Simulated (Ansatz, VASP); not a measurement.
# Cross-check of GaSb between VASP and Ansatz

One calculation is typed for both programs; each brings its own data sets. How far apart do they land? The cell is taken from a series of runs on this material, whose earlier steps may have relaxed, scaled, displaced or heated it; both programs get it as it stands.

Method: plane waves, with VASP 6.6.1 beside it; zone-centre phonons at LDA, in Ansatz 0.2.0.

**1. Set-up**

Symmetry: R3m, No. 160, trigonal system. The conventional cell has a = 4.234 Å, b = 4.234 Å, c = 10.528 Å, α = 90.00°, β = 90.00°, γ = 120.00°. Ga has 4 Sb at 2.60 to 2.62 Å nearest. Nearest to Sb lie 4 Ga at 2.60 to 2.62 Å. Farther neighbours are not listed.

As a file:

```xyz
2
Lattice="0.0301 3.0242 3.0242 3.0242 0.0301 3.0242 3.0242 3.0242 0.0301" Properties=species:S:1:pos:R:3 pbc="T T T"
Ga    6.0739    6.0739    6.0739
Sb    4.5635    4.5635    4.5635
```

**2. VASP: zone-centre phonons, LDA**

Second derivatives magnify differences that forces hide, and they need a tight electronic threshold.

Lines of VASP's logs that name or quote its potential files are left out, and so is its time.

INCAR reads:

```
SYSTEM = GaSb
PREC = Accurate
ENCUT = 500
EDIFF = 1E-08
NELM = 120
ISMEAR = 1
SIGMA = 0.2
LREAL = .FALSE.
ALGO = Normal
GGA = CA
NBANDS = 15
LORBIT = 11
LWAVE = .FALSE.
LCHARG = .FALSE.
ISIF = 2
IBRION = 8
LASPH = .TRUE.
GGA_COMPAT = .FALSE.
EFERMI = MIDGAP
KPAR = 2
```

POSCAR reads:

```
GaSb
1.0
    0.0300934180      3.0242158933      3.0242158933
    3.0242158933      0.0300934180      3.0242158933
    3.0242158933      3.0242158933      0.0300934180
Ga Sb
1 1
Direct
    0.9992459778      0.9992459778      0.9992459778
    0.7507540222      0.7507540222      0.7507540222
```

KPOINTS reads:

```
Automatic mesh
0
Gamma
12 12 12
0 0 0
```

Potentials, in the order of the species: Ga_d and Sb (LDA family, release 64).

Launch:

```sh
> mpirun -np 2 vasp_std
```

Numbers of over 12 decimals in the logs are rounded to 6 here.

The log of the run:

```text
[banner, memory and clock lines left out]
running    2 mpi-ranks, on    1 nodes
 distrk:  each k-point on    1 cores,    2 groups
 distr:  one band on    1 cores,    1 groups

 POSCAR found type information on POSCAR GaSb
 POSCAR found :  2 types and       2 ions
 LDA part: xc-table for (Slater(with rela. corr.)+CA(PZ))
 , standard interpolation
 POSCAR, INCAR and KPOINTS ok, starting setup
 FFT: planning ... GRIDC
 FFT: planning ... GRID_SOFT
 FFT: planning ... GRID
 WAVECAR not read
 entering main loop
       N       E                     dE             d eps       ncg     rms          rms(c)
DAV:   1     0.804184858183E+02    0.80418E+02   -0.85328E+03  5758   0.146E+03
DAV:   2    -0.254903308216E+01   -0.82968E+02   -0.80095E+02  6580   0.302E+02
DAV:   3    -0.868989033609E+01   -0.61409E+01   -0.61180E+01  6720   0.677E+01
DAV:   4    -0.879856142725E+01   -0.10867E+00   -0.10865E+00  6976   0.101E+01
DAV:   5    -0.880121402618E+01   -0.26526E-02   -0.26525E-02  7399   0.139E+00    0.350E+00
DAV:   6    -0.870646877864E+01    0.94745E-01   -0.77218E-02  8480   0.456E+00    0.204E+00
DAV:   7    -0.866812560527E+01    0.38343E-01   -0.56060E-02  6503   0.191E+00    0.296E-01
DAV:   8    -0.866792387870E+01    0.20173E-03   -0.50145E-03  7100   0.875E-01    0.105E-01
DAV:   9    -0.866799680606E+01   -0.72927E-04   -0.35855E-04  6805   0.166E-01    0.413E-02
DAV:  10    -0.866798898978E+01    0.78163E-05   -0.18326E-05  7407   0.374E-02    0.141E-02
DAV:  11    -0.866799113200E+01   -0.21422E-05   -0.44094E-06  6622   0.192E-02    0.528E-03
DAV:  12    -0.866799109766E+01    0.34338E-07   -0.22691E-07  7161   0.347E-03    0.130E-03
DAV:  13    -0.866799110579E+01   -0.81377E-08   -0.23140E-08  7042   0.147E-03
   1 F= -.86679911E+01 E0= -.86681464E+01  d E =0.465749E-03
 Linear response reoptimize wavefunctions to high precision
DAV:   1    -0.866799110585E+01   -0.52751E-10   -0.86178E-10  5761   0.364E-04
 Linear response DOF=           2
 Linear response progress:
  Degree of freedom:   1/  2
       N       E                     dE             d eps       ncg     rms          rms(c)
RMM:   1    -0.168297429609E+00   -0.16830E+00    0.10175E-01 17758   0.859E+00
RMM:   2    -0.166687228921E+00    0.16102E-02   -0.27056E-02 26896   0.137E+00    0.410E-02
RMM:   3    -0.166881453520E+00   -0.19422E-03   -0.36194E-03 27701   0.448E-01    0.271E-02
RMM:   4    -0.166851830582E+00    0.29623E-04   -0.18627E-03 30449   0.217E-01    0.147E-02
RMM:   5    -0.166860897974E+00   -0.90674E-05   -0.68075E-05 29576   0.539E-02    0.473E-03
RMM:   6    -0.166865090525E+00   -0.41926E-05   -0.12617E-05 29624   0.220E-02    0.654E-04
RMM:   7    -0.166856141136E+00    0.89494E-05   -0.49896E-06 29008   0.978E-03    0.683E-04
RMM:   8    -0.166859074424E+00   -0.29333E-05   -0.21196E-06 29397   0.444E-03    0.206E-04
RMM:   9    -0.166860032855E+00   -0.95843E-06   -0.40361E-08 29193   0.206E-03    0.952E-05
RMM:  10    -0.166860730779E+00   -0.69792E-06   -0.11486E-07 29954   0.102E-03    0.293E-05
RMM:  11    -0.166860800502E+00   -0.69723E-07   -0.51898E-08 29621   0.492E-04    0.120E-05
RMM:  12    -0.166860882524E+00   -0.82022E-07   -0.51501E-08 29671   0.256E-04    0.623E-06
RMM:  13    -0.166860922295E+00   -0.39771E-07    0.75496E-08 29654   0.138E-04    0.205E-06
RMM:  14    -0.166860937240E+00   -0.14945E-07    0.11798E-08 29872   0.792E-05    0.135E-06
RMM:  15    -0.166860951628E+00   -0.14388E-07    0.96477E-09 29703   0.499E-05    0.189E-07
RMM:  16    -0.166860952361E+00   -0.73312E-09    0.15769E-08 29931   0.350E-05    0.224E-07
 first order change of Fermi-energy  -0.13592E+01
 force on displaced ion       1 direction 1 :  -8.745   0.039   0.039
 Linear response progress:
  Degree of freedom:   2/  2
       N       E                     dE             d eps       ncg     rms          rms(c)
RMM:   1    -0.294930447645E-01   -0.29493E-01   -0.11004E-03 28555   0.144E+00
RMM:   2    -0.265200359548E-01    0.29730E-02   -0.38423E-03 26231   0.409E-01    0.691E-02
RMM:   3    -0.264534957379E-01    0.66540E-04   -0.22569E-04 28916   0.110E-01    0.368E-02
RMM:   4    -0.264751341369E-01   -0.21638E-04   -0.36546E-05 29079   0.464E-02    0.468E-03
RMM:   5    -0.264816425430E-01   -0.65084E-05   -0.48437E-06 30155   0.162E-02    0.297E-03
RMM:   6    -0.264745066379E-01    0.71359E-05   -0.14488E-06 29251   0.523E-03    0.826E-04
RMM:   7    -0.264733732617E-01    0.11334E-05   -0.10791E-07 29680   0.159E-03    0.289E-04
RMM:   8    -0.264730779141E-01    0.29535E-06   -0.13075E-08 28892   0.578E-04    0.112E-04
RMM:   9    -0.264730022968E-01    0.75617E-07    0.56482E-10 29334   0.216E-04    0.313E-05
RMM:  10    -0.264730037024E-01   -0.14056E-08   -0.14921E-08 27598   0.911E-05    0.857E-06
 first order change of Fermi-energy   0.13597E+01
 force on displaced ion       2 direction 1 :  -8.740   0.026   0.026
 Linear response finished
```

From OUTCAR (step 2):

```text
ion  position               nearest neighbor table
   1  0.999  0.999  0.999-   2 2.60   2 2.60   2 2.60   2 2.62
   2  0.751  0.751  0.751-   1 2.60   1 2.60   1 2.60   1 2.62

  LATTYP: Found a trigonal (rhomboedric) cell.
 ALAT       =     4.2769930035
 COS(alpha) =     0.5099255706

 Subroutine GETGRP returns: Found  6 space group operations
 (whereof  6 operations were pure point group operations)

The static configuration has the point symmetry C_3v.

 Found    189 irreducible k-points:

   k-points           NKPTS =    189   k-points in BZ     NKDIM =    189   number of bands    NBANDS=     15

   dimension x,y,z NGX =    32 NGY =   32 NGZ =   32
   dimension x,y,z NGXF=    64 NGYF=   64 NGZF=   64

   ENCUT  =  500.0 eV  36.75 Ry    6.06 a.u.   7.80  7.80  7.80*2*pi/ulx,y,z

   NELECT =      18.0000    total number of electrons

 k-points in reciprocal lattice and weights: Automatic mesh
   0.00000000  0.00000000  0.00000000       0.001
   0.08333333 -0.00000000 -0.00000000       0.003
   0.16666667  0.00000000  0.00000000       0.003
   0.25000000  0.00000000 -0.00000000       0.003
   0.33333333  0.00000000  0.00000000       0.003
   0.41666667 -0.00000000 -0.00000000       0.003
   0.50000000  0.00000000 -0.00000000       0.002
   0.08333333  0.08333333 -0.00000000       0.003
   0.16666667  0.08333333  0.00000000       0.007
[...]
-0.41666667  0.50000000  0.41666667       0.003
   0.50000000  0.50000000  0.50000000       0.001

 average (electrostatic) potential at core
       1 -66.4455       2 -88.1911

  Total        0.3716393      0.3716393      0.3716393     -0.1490743     -0.1490743     -0.1490743
  in kB       10.9268485     10.9268485     10.9268485     -4.3830445     -4.3830445     -4.3830445
  external PRESSURE =      10.9268485 kB  Pullay stress =       0.0000000 kB

  energy-cutoff  :      500.00
  volume of cell :       54.49
      direct lattice vectors                 reciprocal lattice vectors
     0.030093418  3.024215893  3.024215893    -0.167820586  0.166167088  0.166167088
     3.024215893  0.030093418  3.024215893     0.166167088 -0.167820586  0.166167088
     3.024215893  3.024215893  0.030093418     0.166167088  0.166167088 -0.167820586

 POSITION                                       TOTAL-FORCE (eV/Angst)
 -----------------------------------------------------------------------------------
      6.07394      6.07394      6.07394        -0.000675     -0.000675     -0.000675
      4.56348      4.56348      4.56348         0.000675      0.000675      0.000675
 -----------------------------------------------------------------------------------
    total drift:                               -0.000243     -0.000243     -0.000243

 Eigenvectors and eigenvalues of the dynamical matrix
 ----------------------------------------------------

   1 f  =    6.955978 THz    43.705700 2PiTHz  232.026457 cm-1    28.767601 meV
             X         Y         Z           dx          dy          dz
      6.073942  6.073942  6.073942     0.248067    0.397526   -0.645593
      4.563477  4.563477  4.563477    -0.187525   -0.300508    0.488033

   2 f  =    6.955978 THz    43.705700 2PiTHz  232.026457 cm-1    28.767601 meV
             X         Y         Z           dx          dy          dz
      6.073942  6.073942  6.073942    -0.602245    0.515954    0.086290
      4.563477  4.563477  4.563477     0.455264   -0.390033   -0.065231

   3 f  =    6.915308 THz    43.450160 2PiTHz  230.669839 cm-1    28.599402 meV
             X         Y         Z           dx          dy          dz
      6.073942  6.073942  6.073942     0.460182    0.460182    0.460182
      4.563477  4.563477  4.563477    -0.348663   -0.348663   -0.348663

   4 f/i=    0.003570 THz     0.022434 2PiTHz    0.119099 cm-1     0.014766 meV
             X         Y         Z           dx          dy          dz
      6.073942  6.073942  6.073942     0.297724    0.190760   -0.488484
      4.563477  4.563477  4.563477     0.393844    0.252347   -0.646190

   5 f/i=    0.003570 THz     0.022434 2PiTHz    0.119099 cm-1     0.014766 meV
             X         Y         Z           dx          dy          dz
      6.073942  6.073942  6.073942    -0.392162    0.453918   -0.061756
      4.563477  4.563477  4.563477    -0.518771    0.600464   -0.081693

   6 f/i=    0.004011 THz     0.025204 2PiTHz    0.133802 cm-1     0.016589 meV
             X         Y         Z           dx          dy          dz
      6.073942  6.073942  6.073942     0.348663    0.348663    0.348663
      4.563477  4.563477  4.563477     0.460182    0.460182    0.460182

 ELASTIC MODULI CONTR FROM IONIC RELAXATION (kBar)
 Direction    XX          YY          ZZ          XY          YZ          ZX
 --------------------------------------------------------------------------------
 XX          -0.3398     -0.3274     -0.3274      3.8662      5.5699      4.0052
 YY          -0.3274     -0.3398     -0.3274      4.0052      3.8662      5.5699
 ZZ          -0.3274     -0.3274     -0.3398      5.5699      4.0052      3.8662
 XY           3.8662      4.0052      5.5699   -205.6186     11.9926     11.9926
 YZ           5.5699      3.8662      4.0052     11.9926   -205.6186     11.9926
 ZX           4.0052      5.5699      3.8662     11.9926     11.9926   -205.6186
 --------------------------------------------------------------------------------
```

The gap is under twice the smearing width, so the edge states are partly filled and the run can't tell a small gap from a semimetal. Methfessel-Paxton smearing is not meant for a cell with a gap.

(Continued in part 2 of 2.)

[Lines on the potential files, build, host, timing and source positions are cut from VASP's logs without a mark.]

[Logs are printed without paths, hosts, clocks, repeated set-up lines and the standing remarks that a program may print on its own settings, such as how far it seeks lower states.]

[Hosts, paths, dates, database ids (printed as entryN), source tags and the programs' standing remarks are cut or masked in the printed files.]
